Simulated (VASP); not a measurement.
All values below come from revPBE GGA, VASP's PBE PAW potentials (set 64) (plane waves; VASP).

VASP ran on this input.

**POSCAR**
```
BN
1.0
  1.2826726306  -2.2216543900   0.0000000000
  1.2826726306   2.2216543900   0.0000000000
  0.0000000000   0.0000000000   4.2417068549
B N
2 2
Cart
  1.2826726306  -0.7405529444   2.1219522887
  1.2826726306   0.7405529444   0.0010988612
  1.2826726306  -0.7405529444   3.7103946368
  1.2826726306   0.7405529444   1.5895412093
```

### KPOINTS
```
kpoints
0
gamma
  10 10 5
0 0 0
```

### INCAR
```
# general
SYSTEM = BN
PREC   = Accurate
ENCUT  = 520
LREAL  = .FALSE.
LASPH  = .TRUE.

# electronic loop
EDIFF  = 1E-7   # SCF stop (eV)
NELM   = 100   # most electronic steps
ALGO   = Normal

# smearing
ISMEAR = 0
SIGMA  = 0.05   # width (eV)

# functional
GGA    = RE   # revPBE

# ions
IBRION = 2
NSW    = 30
ISIF   = 4   # ions and shape, fixed volume
EDIFFG = -0.01   # ionic stop

# output
LWAVE  = .FALSE.
LCHARG = .FALSE.
```

POTCAR, in this order: B N (PBE.64 set). Program: vasp_std.

Output of the run:

### OUTCAR
```
 ion  position               nearest neighbor table
   1  0.667  0.333  0.500-   4 1.57   4 1.57   4 1.57   3 1.59
   2  0.333  0.667  0.000-   3 1.57   3 1.57   3 1.57   4 1.59
   3  0.667  0.333  0.875-   2 1.57   2 1.57   2 1.57   1 1.59
   4  0.333  0.667  0.375-   1 1.57   1 1.57   1 1.57   2 1.59
  LATTYP: Found a hexagonal cell.
 ALAT       =     2.5653454555
 C/A-ratio  =     1.6534641936
 Subroutine PRICEL returns:
 Original cell was already a primitive cell.
 Subroutine GETGRP returns: Found 12 space group operations
The static configuration has the point symmetry C_3v.
 The point group associated with its full space group is C_6v.
The dynamic configuration has the point symmetry C_3v.
 Subroutine INISYM returns: Found 12 space group operations
 Subroutine IBZKPT returns following result:
 Found     42 irreducible k-points:

 Following reciprocal coordinates:
            Coordinates               Weight
  0.000000  0.000000  0.000000      1.000000
  0.100000  0.000000  0.000000      6.000000
  0.200000  0.000000  0.000000      6.000000
  0.300000 -0.000000  0.000000      6.000000
  0.400000  0.000000  0.000000      6.000000
...
```

### OSZICAR
```
       N       E                     dE             d eps       ncg     rms          rms(c)
DAV:   1     0.542598740895E+02    0.54260E+02   -0.87059E+03  1008   0.129E+03
DAV:   2    -0.327506602162E+02   -0.87011E+02   -0.80766E+02  1460   0.274E+02
DAV:   3    -0.352515362291E+02   -0.25009E+01   -0.24902E+01  1336   0.468E+01
DAV:   4    -0.352651169699E+02   -0.13581E-01   -0.13574E-01  1228   0.365E+00
DAV:   5    -0.352652779430E+02   -0.16097E-03   -0.16095E-03  1308   0.371E-01    0.937E+00
DAV:   6    -0.336004522702E+02    0.16648E+01   -0.46836E+00  1272   0.179E+01    0.453E+00
DAV:   7    -0.334960361178E+02    0.10442E+00   -0.21894E-01  1176   0.458E+00    0.272E+00
DAV:   8    -0.334796126318E+02    0.16423E-01   -0.65169E-02  1120   0.247E+00    0.223E-01
DAV:   9    -0.334789144784E+02    0.69815E-03   -0.20519E-03  1316   0.479E-01    0.107E-01
DAV:  10    -0.334793283173E+02   -0.41384E-03   -0.63443E-04  1156   0.246E-01    0.289E-02
DAV:  11    -0.334793456602E+02   -0.17343E-04   -0.94529E-05  1292   0.867E-02    0.143E-02
DAV:  12    -0.334793471251E+02   -0.14649E-05   -0.12623E-05  1276   0.355E-02    0.224E-03
DAV:  13    -0.334793474326E+02   -0.30744E-06   -0.37677E-07  1252   0.678E-03    0.670E-04
DAV:  14    -0.334793474344E+02   -0.17692E-08   -0.10894E-08   756   0.120E-03
   1 F= -.33479347E+02 E0= -.33479347E+02  d E =-.334793E+02
       N       E                     dE             d eps       ncg     rms          rms(c)
DAV:   1    -0.334793362418E+02    0.11191E-04   -0.70407E-03  1148   0.802E-01    0.156E-02
DAV:   2    -0.334793444351E+02   -0.81933E-05   -0.98243E-05  1268   0.957E-02    0.956E-03
DAV:   3    -0.334793432608E+02    0.11743E-05   -0.17138E-06  1268   0.149E-02    0.395E-03
DAV:   4    -0.334793432371E+02    0.23710E-07   -0.10277E-06  1320   0.989E-03    0.104E-03
DAV:   5    -0.334793432368E+02    0.31525E-09   -0.13599E-07   664   0.403E-03
   2 F= -.33479343E+02 E0= -.33479343E+02  d E =0.419753E-05
       N       E                     dE             d eps       ncg     rms          rms(c)
DAV:   1    -0.334793601750E+02   -0.16938E-04   -0.19979E-03  1136   0.427E-01    0.826E-03
DAV:   2    -0.334793625242E+02   -0.23492E-05   -0.27921E-05  1268   0.511E-02    0.514E-03
DAV:   3    -0.334793621271E+02    0.39704E-06   -0.48753E-07  1256   0.795E-03    0.213E-03
DAV:   4    -0.334793620944E+02    0.32732E-07   -0.29339E-07  1192   0.530E-03
   3 F= -.33479362E+02 E0= -.33479362E+02  d E =-.146601E-04
```

OUTCAR:
```
------------------------ aborting loop because EDIFF is reached ----------------------------------------
  FORCE on cell =-STRESS in cart. coord.  units (eV):
  Direction    XX          YY          ZZ          XY          YZ          ZX
  --------------------------------------------------------------------------------------
  Total       -0.0044889     -0.0044889     -0.0075995      0.0000000      0.0000000     -0.0000000
  in kB       -0.2975011     -0.2975012     -0.5036559      0.0000000      0.0000000     -0.0000000
  external PRESSURE =      -0.3662194 kB  Pullay stress =       0.0000000 kB
  volume of cell :       24.17
      direct lattice vectors                 reciprocal lattice vectors
     1.282702849 -2.221706731 -0.000000000     0.389801894 -0.225052206  0.000000000
     1.282702849  2.221706731  0.000000000     0.389801894  0.225052206 -0.000000000
     0.000000000  0.000000000  4.241506999     0.000000000 -0.000000000  0.235765260
  FREE ENERGIE OF THE ION-ELECTRON SYSTEM (eV)
  ---------------------------------------------------
  free  energy   TOTEN  =       -33.4793620944 eV

  energy  without entropy=      -33.4793620944  energy(sigma->0) =      -33.47936209

 reached required accuracy - stopping structural energy minimisation
```
(Selected blocks of OUTCAR.)

**CONTCAR**
```
BN
   1.00000000000000
     1.2827028494744066   -2.2217067306259284   -0.0000000000000000
     1.2827028494744066    2.2217067306259284    0.0000000000000000
     0.0000000000000000    0.0000000000000000    4.2415069986502729
  B               N
     2     2
Direct
     0.6666669999999968    0.3333330000000032    0.5001643199937147
     0.3333330000000032    0.6666669999999968    0.0001643199937147
     0.6666669999999968    0.3333330000000032    0.8748356800062853
     0.3333330000000032    0.6666669999999968    0.3748356800062853
```

File OUTCAR:
```
 val. band max:        7.3622412082   @ k =   0.0000   0.0000   0.0000

 cond. band min:      12.8347852297   @ k =   0.3000   0.3000   0.0000


 Fermi energy:         7.6127746464

 k-point     1 :       0.0000    0.0000    0.0000
  band No.  band energies     occupation
      1     -12.8333      2.00000
      2      -8.7924      2.00000
      3      -3.3454      2.00000
      4       5.2854      2.00000
      5       5.2855      2.00000
      6       7.1100      2.00000
      7       7.3622      2.00000
      8       7.3622      2.00000
      9      15.6873      0.00000
     10      15.6873      0.00000
     11      15.8852      0.00000
     12      16.6005      0.00000

 k-point     2 :       0.1000    0.0000    0.0000
  band No.  band energies     occupation
      1     -12.6200      2.00000
      2      -8.6305      2.00000
      3      -3.1334      2.00000
      4       4.3242      2.00000
      5       4.9000      2.00000
      6       6.5590      2.00000
      7       6.9006      2.00000
      8       7.1417      2.00000
      9      15.3504      0.00000
     10      16.1037      0.00000
     11      16.2122      0.00000
     12      17.2992      0.00000

 k-point     3 :       0.2000    0.0000    0.0000
  band No.  band energies     occupation
      1     -11.9908      2.00000
      2      -8.1799      2.00000
      3      -2.5097      2.00000
      4       2.1851      2.00000
      5       4.0679      2.00000
      6       4.7049      2.00000
      7       6.2671      2.00000
      8       6.5736      2.00000
      9      14.8447      0.00000
     10      16.6393      0.00000
     11      16.9888      0.00000
     12      18.0829      0.00000

 k-point     4 :       0.3000   -0.0000    0.0000
  band No.  band energies     occupation
      1     -10.9875      2.00000
      2      -7.5930      2.00000
      3      -1.5247      2.00000
      4      -0.0770      2.00000
      5       2.5751      2.00000
      6       3.2474      2.00000
...
```

The compound is BN in the wurtzite structure, a metastable high-pressure form. This run relaxes it. Symmetry was kept, so distortions that lower it aren't found.
